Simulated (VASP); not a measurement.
Output of a VASP run:

OSZICAR:
```
...
       N       E                     dE             d eps       ncg     rms          rms(c)
DAV:   1    -0.260770324546E+03   -0.23411E-03   -0.36438E-02   752   0.356E-01    0.575E-02
RMM:   2    -0.260770465392E+03   -0.14085E-03   -0.17322E-03   648   0.779E-02    0.210E-02
RMM:   3    -0.260770492920E+03   -0.27528E-04   -0.28091E-04   676   0.315E-02    0.135E-02
RMM:   4    -0.260770495435E+03   -0.25147E-05   -0.42884E-05   474   0.124E-02
   8 F= -.26077050E+03 E0= -.26075134E+03  d E =-.320415E-01  mag=     1.0000
       N       E                     dE             d eps       ncg     rms          rms(c)
DAV:   1    -0.260781082655E+03   -0.10590E-01   -0.95630E-01   648   0.184E+00    0.276E-01
RMM:   2    -0.260784544484E+03   -0.34618E-02   -0.44997E-02   648   0.389E-01    0.101E-01
RMM:   3    -0.260785318563E+03   -0.77408E-03   -0.77896E-03   676   0.162E-01    0.709E-02
RMM:   4    -0.260785373193E+03   -0.54630E-04   -0.11384E-03   657   0.632E-02    0.299E-02
RMM:   5    -0.260785399059E+03   -0.25866E-04   -0.27616E-04   661   0.313E-02    0.103E-02
RMM:   6    -0.260785403744E+03   -0.46850E-05   -0.61888E-05   498   0.138E-02
   9 F= -.26078540E+03 E0= -.26076623E+03  d E =-.149083E-01  mag=     1.0000
       N       E                     dE             d eps       ncg     rms          rms(c)
DAV:   1    -0.260786104202E+03   -0.70514E-03   -0.11671E-01   712   0.641E-01    0.960E-02
RMM:   2    -0.260786544568E+03   -0.44037E-03   -0.56230E-03   648   0.138E-01    0.358E-02
RMM:   3    -0.260786640936E+03   -0.96368E-04   -0.97290E-04   677   0.575E-02    0.252E-02
RMM:   4    -0.260786647232E+03   -0.62960E-05   -0.14389E-04   644   0.225E-02    0.104E-02
RMM:   5    -0.260786650451E+03   -0.32184E-05   -0.34674E-05   441   0.111E-02
  10 F= -.26078665E+03 E0= -.26076747E+03  d E =-.161550E-01  mag=     1.0000
       N       E                     dE             d eps       ncg     rms          rms(c)
DAV:   1    -0.260788784848E+03   -0.21376E-02   -0.24966E-01   648   0.931E-01    0.156E-01
RMM:   2    -0.260789926257E+03   -0.11414E-02   -0.14045E-02   648   0.215E-01    0.531E-02
RMM:   3    -0.260790151364E+03   -0.22511E-03   -0.22735E-03   670   0.877E-02    0.360E-02
RMM:   4    -0.260790165322E+03   -0.13958E-04   -0.33088E-04   653   0.344E-02    0.148E-02
RMM:   5    -0.260790172748E+03   -0.74263E-05   -0.78724E-05   577   0.165E-02
  11 F= -.26079017E+03 E0= -.26077092E+03  d E =-.352230E-02  mag=     1.0000
       N       E                     dE             d eps       ncg     rms          rms(c)
DAV:   1    -0.260790201528E+03   -0.36206E-04   -0.33971E-03   768   0.108E-01    0.186E-02
RMM:   2    -0.260790219799E+03   -0.18271E-04   -0.20961E-04   648   0.264E-02    0.724E-03
RMM:   3    -0.260790223788E+03   -0.39893E-05   -0.35442E-05   424   0.111E-02    0.525E-03
RMM:   4    -0.260790224232E+03   -0.44372E-06   -0.55744E-06   365   0.437E-03
  12 F= -.26079022E+03 E0= -.26077097E+03  d E =-.357378E-02  mag=     1.0000
       N       E                     dE             d eps       ncg     rms          rms(c)
DAV:   1    -0.260790951565E+03   -0.72778E-03   -0.72708E-02   664   0.506E-01    0.911E-02
RMM:   2    -0.260791293253E+03   -0.34169E-03   -0.43987E-03   648   0.122E-01    0.314E-02
RMM:   3    -0.260791358597E+03   -0.65344E-04   -0.71976E-04   684   0.492E-02    0.202E-02
RMM:   4    -0.260791359535E+03   -0.93759E-06   -0.92912E-05   624   0.189E-02
  13 F= -.26079136E+03 E0= -.26077209E+03  d E =-.113530E-02  mag=     1.0000
```

### OUTCAR
```
------------------------ aborting loop because EDIFF is reached ----------------------------------------
  FORCE on cell =-STRESS in cart. coord.  units (eV):
  Direction    XX          YY          ZZ          XY          YZ          ZX
  --------------------------------------------------------------------------------------
  Total        2.9187406      2.8995814      2.9102326     -0.2404917     -0.0804210     -0.0712604
  in kB        3.0570228      3.0369559      3.0481117     -0.2518855     -0.0842311     -0.0746365
  external PRESSURE =       3.0473635 kB  Pullay stress =       0.0000000 kB
  volume of cell :     1529.70
      direct lattice vectors                 reciprocal lattice vectors
    11.522210422  0.000000000  0.000000000     0.086788903  0.000000000  0.000000000
     0.000000000 11.522210422  0.000000000     0.000000000  0.086788903  0.000000000
     0.000000000  0.000000000 11.522210422     0.000000000  0.000000000  0.086788903
  FREE ENERGIE OF THE ION-ELECTRON SYSTEM (eV)
  ---------------------------------------------------
  free  energy   TOTEN  =      -260.7913595346 eV

  energy  without entropy=     -260.7528145395  energy(sigma->0) =     -260.77208704

 total charge

# of ion       s       p       d       tot
------------------------------------------
    1        1.061   1.136   0.124   2.320
    2        1.061   1.135   0.124   2.320
    3        1.061   1.136   0.124   2.320
    4        1.068   1.134   0.124   2.326
    5        1.068   1.138   0.125   2.331
    6        1.068   1.138   0.125   2.331
    7        1.068   1.134   0.124   2.327
    8        1.068   1.138   0.125   2.332
    9        1.048   1.123   0.136   2.307
   10        1.068   1.138   0.125   2.332
   11        1.068   1.138   0.125   2.332
   12        1.068   1.139   0.125   2.332
   13        1.069   1.134   0.124   2.327
   14        1.061   1.137   0.124   2.322
   15        1.061   1.136   0.124   2.321
   16        1.068   1.138   0.125   2.331
   17        1.048   1.125   0.136   2.309
   18        1.068   1.138   0.125   2.331
   19        1.061   1.135   0.124   2.320
   20        1.047   1.124   0.136   2.308
   21        1.047   1.124   0.136   2.308
   22        1.061   1.135   0.124   2.320
   23        1.061   1.135   0.124   2.320
   24        1.068   1.138   0.125   2.332
   25        1.061   1.136   0.124   2.320
   26        1.061   1.136   0.124   2.321
   27        1.068   1.138   0.125   2.331
   28        1.068   1.138   0.125   2.331
   29        1.061   1.136   0.124   2.320
   30        1.068   1.139   0.125   2.333
   31        1.061   1.135   0.124   2.320
   32        1.069   1.134   0.124   2.327
   33        1.203   1.573   0.023   2.799
   34        1.205   1.587   0.024   2.815
   35        1.204   1.586   0.024   2.815
   36        1.202   1.584   0.023   2.809
   37        1.207   1.586   0.026   2.819
   38        1.202   1.584   0.023   2.809
   39        1.201   1.585   0.024   2.810
   40        1.208   1.585   0.026   2.819
   41        1.208   1.586   0.026   2.819
   42        1.205   1.587   0.024   2.815
   43        1.202   1.584   0.023   2.809
   44        1.204   1.587   0.024   2.815
   45        1.201   1.585   0.024   2.810
   46        1.202   1.574   0.023   2.799
   47        1.205   1.587   0.024   2.815
   48        1.208   1.586   0.026   2.819
...
```
(Selected blocks of OUTCAR.)

POSCAR:
```
Ga32As32H
1
   11.5222104216     0.0000000000     0.0000000000
    0.0000000000    11.5222104216    -0.0000000000
   -0.0000000000    -0.0000000000    11.5222104216
Ga As H
32 32 1
Direct
  0.5000000000   0.0000000000   0.0000000000
  0.7500000000   0.2500000000   0.0000000000
  0.7500000000   0.0000000000   0.2500000000
  0.0000000000   0.0000000000   0.0000000000
  0.2500000000   0.2500000000   0.0000000000
  0.5000000000   0.5000000000   0.0000000000
  0.7500000000   0.7500000000   0.0000000000
  0.2500000000   0.0000000000   0.2500000000
  0.5017910000   0.2543520000   0.2512100000
  0.7500000000   0.5000000000   0.2500000000
  0.5000000000   0.0000000000   0.5000000000
  0.7500000000   0.2500000000   0.5000000000
  0.7500000000   0.0000000000   0.7500000000
  0.0000000000   0.5000000000   0.0000000000
  0.2500000000   0.7500000000   0.0000000000
  0.0000000000   0.2500000000   0.2500000000
  0.2496410000   0.5003870000   0.2506770000
  0.5000000000   0.7500000000   0.2500000000
  0.0000000000   0.0000000000   0.5000000000
  0.2457750000   0.2465610000   0.4977460000
  0.4981490000   0.5003530000   0.4965860000
  0.7500000000   0.7500000000   0.5000000000
  0.2500000000   0.0000000000   0.7500000000
  0.5000000000   0.2500000000   0.7500000000
  0.7500000000   0.5000000000   0.7500000000
  0.0000000000   0.7500000000   0.2500000000
  0.0000000000   0.5000000000   0.5000000000
  0.2500000000   0.7500000000   0.5000000000
  0.0000000000   0.2500000000   0.7500000000
  0.2500000000   0.5000000000   0.7500000000
  0.5000000000   0.7500000000   0.7500000000
  0.0000000000   0.7500000000   0.7500000000
  0.6250000000   0.1250000000   0.1250000000
  0.8750000000   0.3750000000   0.1250000000
  0.8750000000   0.1250000000   0.3750000000
  0.1250000000   0.1250000000   0.1250000000
  0.3774170000   0.3754320000   0.1219760000
  0.6250000000   0.6250000000   0.1250000000
  0.8750000000   0.8750000000   0.1250000000
  0.3780130000   0.1259340000   0.3746050000
  0.6207370000   0.3718100000   0.3762860000
  0.8750000000   0.6250000000   0.3750000000
  0.6250000000   0.1250000000   0.6250000000
  0.8750000000   0.3750000000   0.6250000000
  0.8750000000   0.1250000000   0.8750000000
  0.1250000000   0.6250000000   0.1250000000
  0.3750000000   0.8750000000   0.1250000000
  0.1255950000   0.3750950000   0.3750590000
  0.3708880000   0.6223310000   0.3729020000
  0.6250000000   0.8750000000   0.3750000000
  0.1250000000   0.1250000000   0.6250000000
  0.3781380000   0.3706690000   0.6216780000
  0.6250000000   0.6250000000   0.6250000000
  0.8750000000   0.8750000000   0.6250000000
  0.3750000000   0.1250000000   0.8750000000
  0.6250000000   0.3750000000   0.8750000000
  0.8750000000   0.6250000000   0.8750000000
  0.1250000000   0.8750000000   0.3750000000
  0.1250000000   0.6250000000   0.6250000000
  0.3750000000   0.8750000000   0.6250000000
  0.1250000000   0.3750000000   0.8750000000
  0.3750000000   0.6250000000   0.8750000000
  0.6250000000   0.8750000000   0.8750000000
  0.1250000000   0.8750000000   0.8750000000
  0.3730730000   0.3734040000   0.3773570000
```

Q: Write an INCAR and KPOINTS that could have produced this output.

A: Several could match; the one computed here: the input of the run itself, PBE GGA, plane waves, VASP's PBE PAW potentials (set 64).

INCAR:
```
# general
SYSTEM  = Ga32As32H
PREC    = Normal
ENCUT   = 400
LREAL   = Auto
LASPH   = .True.
ISYM    = 0

# electronic loop
EDIFF   = 1E-5
NELM    = 100
NELMIN  = 4
ALGO    = Fast
LMAXMIX = 4

# smearing
ISMEAR  = 0
SIGMA   = 0.05

# functional
GGA     = PE

# spin
ISPIN   = 2
MAGMOM  = 65*0.0154
NUPDOWN = 1

# ions
IBRION  = 2
NSW     = 60
ISIF    = 2
EDIFFG  = -0.03

# output
LWAVE   = .True.
LCHARG  = .False.
LORBIT  = 10
```

### KPOINTS
```
Automatic mesh
0
G
1 1 1
0 0 0
```

POTCAR, in this order: Ga As H (PBE.64 set). Program: vasp_gam.

The supercell is sampled at Γ alone, which is coarse: total energies, pressure and levels can be off, energies of defects by several tenths of an eV.

The cell is a supercell with a defect, built from GaAs (zinc blende): H_i.
